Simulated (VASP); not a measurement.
Given:

```yaml
crystal:
  lattice:
    - [0.00000, 2.84046, 2.84046]
    - [2.84046, 0.00000, 2.84046]
    - [2.84046, 2.84046, 0.00000]
  atoms:
    - { symbol: Zr, position: [0.00000, 0.00000, 0.00000] }
    - { symbol: S, position: [0.25000, 0.25000, 0.25000] }
```

The numbers are results of PBEsol GGA, VASP's PBE PAW potentials (set 64) (plane waves; VASP 6.6.1), not measurements. Numerical set-up: 400 eV cut-off, Gaussian smearing of 0.050 eV, potentials Zr_sv S.

**Question.** Give the energies of bands 6 to 12 at the high-symmetry points, in eV from the Fermi level.

**Answer.** 
```tsv
band	Γ	X	U	L	W
6	-5.49	-6.51	-6.05	-5.93	-5.71
7	-5.49	-4.43	-4.91	-5.10	-5.42
8	-5.49	-4.43	-4.62	-5.10	-4.41
9	0.07	-1.45	-1.46	0.54	-1.56
10	0.24	0.52	0.50	0.72	-0.15
11	0.24	1.64	0.62	0.72	1.37
12	4.29	1.71	2.77	2.52	2.19
```

It has no gap at this level: it comes out as a metal or semimetal.

The structure was generated: ZrS was put into the zinc blende type (F-43m), which need not be its known phase. It was relaxed first, which changed the volume by -32 %.
